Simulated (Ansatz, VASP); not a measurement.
# Be (Beryllium): VASP beside Ansatz

Wanted: the spread between two codes on one cell, functional and k mesh. The cell is taken from a series of VASP runs on this material, whose earlier steps may have relaxed, scaled or displaced it; both programs get it as it stands.

Main program and level: Ansatz 0.2.0; plane waves, with VASP 6.6.1 beside it; relaxation of cell and atoms at PBE and zone-centre phonons at r2SCAN.

## (1) Starting point

Symmetry: P6_3/mmc, No. 194, hexagonal system. The conventional cell has a = 2.262 Å, b = 2.262 Å, c = 3.571 Å, α = 90.00°, β = 90.00°, γ = 120.00°. Be has 12 Be at 2.21 to 2.26 Å nearest.

## (2) Ansatz: relaxation of cell and atoms, PBE

Ansatz runs on its default PAW (the set named soft_2) files.

The relaxed volume is the usual yardstick between codes: its relative difference is about their pressure difference at one cell divided by the bulk modulus.

Input file input.yaml:

```yaml
crystal:
  lattice:
    - [2.2618676065, 0.0, 0.0]
    - [-1.1309338032, 1.9588348073, 0.0]
    - [0.0, 0.0, 3.5713981537]
  atoms:
    - { symbol: Be, position: [0.6666666667, 0.3333333333, 0.75] }
    - { symbol: Be, position: [0.3333333333, 0.6666666667, 0.25] }
hamiltonian:
  xc: pbe
  pseudopotentials: { kind: paw }
kpoints:
  mp_grid: { grid: [22, 22, 12] }
scf:
  occupations: { method: methfessel_paxton, width: 0.15 }
relax:
  f_tol: 0.01
  max_steps: 60
  cell: { stress_tol: 0.05 }
output:
  forces: true
  stress: true
```

Command:

```bash
> ansatz run input.yaml --threads 4 --pin off --max-ram 9216MiB --backend cpu --events-out ev --progress --plain --runs-dir out
```

Numbers of over 12 decimals in the logs are rounded to 6 here.

Output:

```text
Engine: ansatz 0.2.0, x86_64-unknown-linux-gnu
Pseudopotentials: kind: paw
Pseudopotential: Be, paw, valence charge 2, recommended cutoff 420 eV (normal), Be.paw.azcp
Functional definition: PBE
  parameter kappa = 0.804
  parameter beta = 0.066725
  exchange = pbe_x(kappa = kappa, mu = beta*pi^2/3)
  correlation = pbe_c(beta = beta)
Crystal: 2 atoms, lattice volume = 15.824 Å³
Basis set: ecut = 420 eV, 311 PW (Γ), exchange–correlation on 32×32×48 points (8 copies of the dense FFT grid, shifted against one another)
Bands: 6, of which v1, the nominal top of the filled ones, is band 2 counted from 1 (1 counted from 0)
Symmetry: 24 space group operations
Space group: P63/mmc (ITA 194), of the structure as read, at distance tolerance 2.5e-5 Å
k-points: 364 of 5808
Non-local potential: Be, projectors of the file, l = 0: 2, l = 1: 2, l = 2: 1
PAW form: soft (Blöchl's): semilocal exchange-correlation on the pseudo side does not see the compensation charge
PAW one-centre angular grid: Be, 110 points (default); XC on 64 Gauss nodes
Initial density: superposition of atomic densities (neutral atoms: chi_scale 0, normalization atom), corrected by the library's trained network
Initial wavefunctions: pseudopotential atomic-orbital guess
Functional: x = pbe(κ = 0.804, μ = 0.219515), c = pbe(β = 0.066725)
SCF iter   1: F=—  HF=-185.528365 eV  |F-HF|=—  |Δ(HF+E_count)|=         —  Δρ=1.24e-3  dr2=1.67e-4  ethr=1.77e-3  ⟨swp⟩=5.4  Hψ=18523  notcnv=0
preconditioner: auto → none  [metal: Δε(μ)=0.057 eV  Ē_g=12.892 eV  σ=0.150 eV  W_gap=0.31  n_scr=2 (ndim 8)  ℏωp=18.7 eV  f_vac=0.000  D(μ)=0.11/eV (n_scr^D=0)  sad-step TF]
SCF iter   2: F=—  HF=-185.528384 eV  |F-HF|=—  |Δ(HF+E_count)|=   1.93e-5  S|Δr|=    0.00e0  Δρ=7.69e-4  dr2=6.67e-5  ethr=4.18e-6  ⟨swp⟩=1.3  Hψ=5220  notcnv=0
SCF iter   3: F=—  HF=-185.528433 eV  |F-HF|=—  |Δ(HF+E_count)|=   4.91e-5  S|Δr|=    0.00e0  Δρ=2.63e-5  dr2=5.89e-8  ethr=2.50e-9  ⟨swp⟩=3.3  Hψ=7045  notcnv=0
SCF iter   4: F=-185.528433 eV  HF=-185.528433 eV  |F-HF|=3.66e-11  |Δ(HF+E_count)|=   3.25e-7  S|Δr|=    0.00e0  Δρ=2.22e-6  dr2=5.17e-10  ethr=1.47e-9  ⟨swp⟩=3.0  Hψ=4768  notcnv=0
SCF 1 converged in 4 iterations: F = -185.528433 eV  dr2 = 5.17e-10
  greatest PAW one-centre occupation: 0.360 electrons in one spin orbital (limit 2), on the Be atom at site 1 (counted from 0), in its partial waves of l = 0
relax step   1: F+E_penalty+E_count = -185.52843261 eV  Δ(F+E_penalty+E_count) = +0.000e0 eV  max|allowed force component| = 2.776e-16 eV/Å  Δτ_max = 0.0000 Å  P = -0.126 GPa  Ω = 15.824 Å³  (4 SCF iters, dr2 threshold 1.00e-7 eV, accepted)
[...]
relax step   2: F+E_penalty+E_count = -185.52844037 eV  Δ(F+E_penalty+E_count) = -7.757e-6 eV  max|allowed force component| = 1.295e-16 eV/Å  Δτ_max = 0.0000 Å  P = -0.056 GPa  Ω = 15.815 Å³  energy of the carried Pulay correction = +2.474e-6 eV  (2 SCF iters, dr2 threshold 6.70e-8 eV, accepted)
[...]
relax step   3: F+E_penalty+E_count = -185.52844368 eV  Δ(F+E_penalty+E_count) = -3.306e-6 eV  max|allowed force component| = 2.776e-17 eV/Å  Δτ_max = 0.0000 Å  P = +0.002 GPa  Ω = 15.807 Å³  energy of the carried Pulay correction = +4.574e-6 eV  (2 SCF iters, dr2 threshold 8.93e-9 eV, accepted)
[...]
relax step   4: F+E_penalty+E_count = -185.52843933 eV  Δ(F+E_penalty+E_count) = +4.343e-6 eV  max|allowed force component| = 1.110e-16 eV/Å  Δτ_max = 0.0000 Å  P = +0.002 GPa  Ω = 15.807 Å³  stress off target by 5.61e-3 GPa  SCF on the basis re-selected at this cell (its energy is not comparable with the rows above)  (4 SCF iters)
basis re-selected at this cell: Δ(F+E_penalty+E_count) = +4.343e-6 eV, ΔP = +0.000 GPa vs the last step (what re-selecting the basis moved, of the pressure what is left beyond the Pulay correction that the steps carried, after the strain that the cell walked since its last selection, with what the two solves' SCF thresholds leave and, on support functions, any second-order correction that the steps lacked; it is no m [...]
SCF converged after 4 iterations
Stability not checked: this state was not tested for a lower state beside it, because cold or Methfessel-Paxton smearing, or corrected tetrahedra, fill the levels in a way that the test cannot read (fill_not_monotonic; see scf.lower_state_search)
Free energy (F): -185.528439 eV
Harris-Foulkes:  -185.528439 eV  (|F-HF|=7.05e-12)
Internal energy: -185.528645 eV  (E = F + TS)
E sigma→0 (E₀):  -185.528491 eV
Entropy (-TS):   0.000206 eV (0.103 meV/atom)
Fermi energy:    8.327081 eV
--- Per-component energies (eV) ---
  E_band       = 12.287496
  E_kinetic    = 42.093930
  E_local      = 5.677254  (includes V_loc(G=0)·N_el)
  E_nonlocal   = 8.874615
  E_hartree    = 0.081096
  E_xc         = -39.606858
  E_vxc        = -41.667628  (∫ρ·V_xc dr)
  E_paw        = -119.148764  (= ΣΔE_a)
  E_vpaw       = -2.852865  (= ΣTr[D̂ρ^β])
  E_aug_tail   = -0.000001  (compensation charges beyond the density's cutoff)
  E_ewald      = -83.499916
  E_smearing   = 0.000206  (= −TS)
  E_closure    = -0.000000  (closes the sum)
  Σ components = -185.528439   (vs F -185.528439, Δ=0.00e0)
--- Forces (eV/Å), atoms counted from 1 ---
  atom   1  Be     0.00000000     0.00000000    -0.00000000
  atom   2  Be    -0.00000000     0.00000000     0.00000000
  max |Σ_I F_I| component: 7.40e-17 eV/Å
--- Stress (GPa, compression-positive) ---
        0.005614      -0.000000       0.000000
       -0.000000       0.005614       0.000000
        0.000000       0.000000      -0.004869
  P = ⅓ Tr σ = 0.0021 GPa (0.021 kbar)
--- Relaxed structure (3 steps of the walk, 3 accepted, 1 SCFs on fresh bases) ---
  F+E_penalty+E_count = -185.52843933 eV   max|allowed force component| = 1.110e-16 eV/Å   (the final SCF, on the basis selected at the relaxed cell)
  cell:  # Å, volume = 15.8072 Å³
    - [2.261153, -2.885843837141652e-11, 0.0]
    - [-1.130577, 1.958216, 0.0]
    - [0.0, 0.0, 3.569966]
  atoms:
    - { symbol: Be, position: [0.666667, 0.333333, 0.750000] }
    - { symbol: Be, position: [0.333333, 0.666667, 0.250000] }
```

Elapsed: 1.7 s, on 4 threads of Intel Xeon Platinum 8375C at 2.90GHz (Ice Lake), shared host; peak memory 0.41 GiB.

## (3) VASP: relaxation of cell and atoms, PBE

The same cell, functional, mesh and smearing now go to VASP, with its own data sets and cutoff.

Lines of VASP's logs that name or quote its potential files are left out, and so is its time.

Input file INCAR:

```
SYSTEM = Be
PREC = Accurate
ENCUT = 450
EDIFF = 1E-07
NELM = 100
ISMEAR = 1
SIGMA = 0.15
LREAL = .FALSE.
ALGO = Normal
GGA = PE
NBANDS = 8
LORBIT = 11
LWAVE = .FALSE.
LCHARG = .FALSE.
KPAR = 4
IBRION = 2
NSW = 50
ISIF = 3
EDIFFG = -0.002
```

Input file POSCAR:

```
Be
1.0
    2.2618676065      0.0000000000      0.0000000000
   -1.1309338032      1.9588348073      0.0000000000
    0.0000000000      0.0000000000      3.5713981537
Be
2
Direct
    0.6666666667      0.3333333333      0.7500000000
    0.3333333333      0.6666666667      0.2500000000
```

Input file KPOINTS:

```
Automatic mesh
0
Gamma
22 22 12
0 0 0
```

PAW data sets: Be (PBE family, release 64).

Command:

```bash
> mpirun -np 4 vasp_std
```

Output:

```text
[banner, memory and clock lines left out]
running    4 mpi-ranks, on    1 nodes
 distrk:  each k-point on    1 cores,    4 groups
 distr:  one band on    1 cores,    1 groups

 POSCAR found type information on POSCAR Be
 POSCAR found :  1 types and       2 ions
 LDA part: xc-table for (Slater+PW92), standard interpolation
 POSCAR, INCAR and KPOINTS ok, starting setup
 FFT: planning ... GRIDC
 FFT: planning ... GRID_SOFT
 FFT: planning ... GRID
 WAVECAR not read
 entering main loop
       N       E                     dE             d eps       ncg     rms          rms(c)
DAV:   1    -0.430430602345E+01   -0.43043E+01   -0.16935E+03  6032   0.369E+02
DAV:   2    -0.758825014190E+01   -0.32839E+01   -0.32239E+01  9408   0.435E+01
DAV:   3    -0.759852950825E+01   -0.10279E-01   -0.10281E-01  6296   0.218E+00
DAV:   4    -0.759853502151E+01   -0.55133E-05   -0.55137E-05  8640   0.549E-02
DAV:   5    -0.759853502341E+01   -0.18943E-08   -0.10379E-08  6264   0.345E-04    0.121E+00
DAV:   6    -0.755259918272E+01    0.45936E-01   -0.61011E-03  6776   0.866E-01    0.743E-01
DAV:   7    -0.753426176030E+01    0.18337E-01   -0.66995E-03  7080   0.903E-01    0.274E-02
DAV:   8    -0.753423879581E+01    0.22964E-04   -0.11405E-05  6328   0.324E-02    0.942E-03
DAV:   9    -0.753423803824E+01    0.75757E-06   -0.28144E-06  7576   0.158E-02    0.981E-04
DAV:  10    -0.753423777596E+01    0.26228E-06   -0.70186E-09  5488   0.815E-04    0.257E-04
DAV:  11    -0.753423763925E+01    0.13671E-06   -0.28985E-09  3040   0.522E-04    0.551E-06
DAV:  12    -0.753423763369E+01    0.55600E-08   -0.13824E-10  2912   0.116E-04
   1 F= -.75342376E+01 E0= -.75343059E+01  d E =-.753424E+01
 curvature:   0.00 expect dE= 0.000E+00 dE for cont linesearch  0.000E+00
 trial: gam= 0.00000 g(F)=  0.149E-51 g(S)=  0.402E-08 ort = 0.000E+00 (trialstep = 0.100E+01)
 search vector abs. value=  0.412E-08
 reached required accuracy - stopping structural energy minimisation
```

From OUTCAR (step 3):

```text
ion  position               nearest neighbor table
   1  0.667  0.333  0.750-   2 2.21   2 2.21   2 2.21   2 2.21   2 2.21   2 2.21
   2  0.333  0.667  0.250-   1 2.21   1 2.21   1 2.21   1 2.21   1 2.21   1 2.21

  LATTYP: Found a hexagonal cell.
 ALAT       =     2.2618676065
 C/A-ratio  =     1.5789598575

 Subroutine GETGRP returns: Found 24 space group operations
 (whereof 12 operations were pure point group operations)

The static configuration has the point symmetry D_3d.
 The point group associated with its full space group is D_6h.

 Found    364 irreducible k-points:

   k-points           NKPTS =    364   k-points in BZ     NKDIM =    364   number of bands    NBANDS=      8

   dimension x,y,z NGX =    16 NGY =   16 NGZ =   28
   dimension x,y,z NGXF=    32 NGYF=   32 NGZF=   56

   ENCUT  =  450.0 eV  33.07 Ry    5.75 a.u.   3.91  3.91  6.18*2*pi/ulx,y,z

   NELECT =       4.0000    total number of electrons

 k-points in reciprocal lattice and weights: Automatic mesh
   0.00000000  0.00000000  0.00000000       0.000
   0.04545455 -0.00000000  0.00000000       0.001
   0.09090909 -0.00000000  0.00000000       0.001
   0.13636364 -0.00000000  0.00000000       0.001
   0.18181818 -0.00000000  0.00000000       0.001
   0.22727273 -0.00000000  0.00000000       0.001
   0.27272727 -0.00000000  0.00000000       0.001
   0.31818182 -0.00000000  0.00000000       0.001
   0.36363636 -0.00000000  0.00000000       0.001
[...]
0.36363636  0.27272727  0.50000000       0.001
   0.31818182  0.31818182  0.50000000       0.001

 average (electrostatic) potential at core
       1 -32.7427       2 -32.7427

 E-fermi :   7.2182

 k-point     1 :       0.0000    0.0000    0.0000
  band No.  band energies     occupation
      1      -4.3283      2.00000
      2       2.5561      2.00000
      3       8.0820     -0.00000
      4      23.0626      0.00000
      5      23.0626      0.00000
      6      25.8931      0.00000
      7      25.8931      0.00000
    ...

 k-point     2 :       0.0455   -0.0000    0.0000
  band No.  band energies     occupation
      1      -4.2688      2.00000
      2       2.6341      2.00000
      3       8.1002     -0.00000
      4      22.5553      0.00000
      5      22.6700      0.00000
      6      25.8987      0.00000
      7      26.1095      0.00000
    ...

 k-point     3 :       0.0909   -0.0000    0.0000
  band No.  band energies     occupation
      1      -4.0902      2.00000
      2       2.8678      2.00000
      3       8.1523     -0.00000
      4      21.2489      0.00000
      5      21.8139      0.00000
      6      25.8728      0.00000
      7      26.4105      0.00000
    ...

  Total        0.0002539      0.0002539     -0.0001941      0.0000000      0.0000000      0.0000000
  in kB        0.0257059      0.0257059     -0.0196523      0.0000000      0.0000000      0.0000000
  external PRESSURE =       0.0105865 kB  Pullay stress =       0.0000000 kB

  energy-cutoff  :      450.00
  volume of cell :       15.82
      direct lattice vectors                 reciprocal lattice vectors
     2.261867607  0.000000000  0.000000000     0.442112526  0.255253786  0.000000000
    -1.130933803  1.958834807  0.000000000     0.000000000  0.510507571  0.000000000
     0.000000000  0.000000000  3.571398154     0.000000000  0.000000000  0.280002385

 POSITION                                       TOTAL-FORCE (eV/Angst)
 -----------------------------------------------------------------------------------
      1.13093      0.65294      2.67855         0.000000     -0.000000      0.000000
     -0.00000      1.30589      0.89285        -0.000000      0.000000      0.000000
 -----------------------------------------------------------------------------------
    total drift:                                0.000000     -0.000000      0.000000

  FREE ENERGIE OF THE ION-ELECTRON SYSTEM (eV)
  ---------------------------------------------------
  free  energy   TOTEN  =        -7.5342376337 eV

  energy  without entropy=       -7.5344425416  energy(sigma->0) =       -7.53430594

 reached required accuracy - stopping structural energy minimisation

 total charge
# of ion       s       p       d       tot
------------------------------------------
    1        0.405   0.768   0.000   1.173
    2        0.405   0.768   0.000   1.173
--------------------------------------------------
tot          0.810   1.536   0.000   2.346

[... 3 further parts left out ...]
```

## (4) Differences

Known differences besides the potentials themselves: both relaxations stop at a tolerance, which leaves soft axes loose, and VASP keeps its plane-wave basis; the cutoff is 420 eV in Ansatz and 450 eV in VASP; VASP leaves aspherical gradient terms in its spheres out (LASPH is not set), Ansatz keeps them; Ansatz adds a Pulay correction to the stress that steers its cell, VASP none. Total energies have different zeros and are not compared.

Compared:

| quantity | Ansatz | VASP | difference |
| --- | --- | --- | --- |
| volume (Å³) | 15.81 | 15.82 | -0.10 % |
| edge a after relaxation, in the typed setting (Å) | 2.261 | 2.262 | -0.03 % |
| edge c after relaxation, in the typed setting (Å) | 3.570 | 3.571 | -0.04 % |

The walks stopped with 0.00 GPa left in Ansatz and 0.00 GPa in VASP; each walk ends within a tolerance, so the volume difference is uncertain by about these residues over the bulk modulus, most in soft cells.

(Continued in part 2 of 2.)

[Lines on the potential files, build, host, timing and source positions are cut from VASP's logs without a mark.]

[Logs are printed without paths, hosts, clocks, repeated set-up lines and the standing remarks that a program may print on its own settings, such as how far it seeks lower states.]

[Hosts, paths, dates, database ids (printed as entryN), source tags and the programs' standing remarks are cut or masked in the printed files.]
